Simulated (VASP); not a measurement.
Input:

Space group P6/mmm (No. 191); a = b = 3.0821 Å, c = 3.5031 Å, α = β = 90.00°, γ = 120.00°

| atom | site | symmetry | x | y | z |
|---|---|---|---|---|---|
| Mg | 1a | 6/mmm | 0.0000 | 0.0000 | 0.0000 |
| B | 2d | -6m2 | 0.3333 | 0.6667 | 0.5000 |

Computed with PBE GGA, VASP's PBE PAW potentials (set 64) (plane waves; VASP). Numerical set-up: 600 eV cut-off, 10×10×8 Γ-centred mesh, first-order Methfessel-Paxton smearing of 0.10 eV, potentials Mg B.

Each relaxation starts from this cell; other phases were not tried.

**Question.** The cell is relaxed at 1 GPa. What happens?

**Answer.** The volume per atom goes from 9.61 to 9.53 Å³ (-0.8 %), and the cell becomes a = 3.0747 Å, b = 3.0747 Å, c = 3.4933 Å, α = 90.00°, β = 90.00°, γ = 120.00°, space group P6/mmm.

**Question.** The cell is relaxed at 30 GPa. What happens?

**Answer.** The volume per atom goes from 9.61 to 8.21 Å³ (-14.6 %), and the cell becomes a = b = 2.9572 Å, c = 3.2502 Å, α = β = 90.00°, γ = 120.00°, space group P6/mmm.

Failed runs are left out, and for metals the shear rows, which the mesh's noise covers.

The compound is MgB2 in the AlB2 type structure.
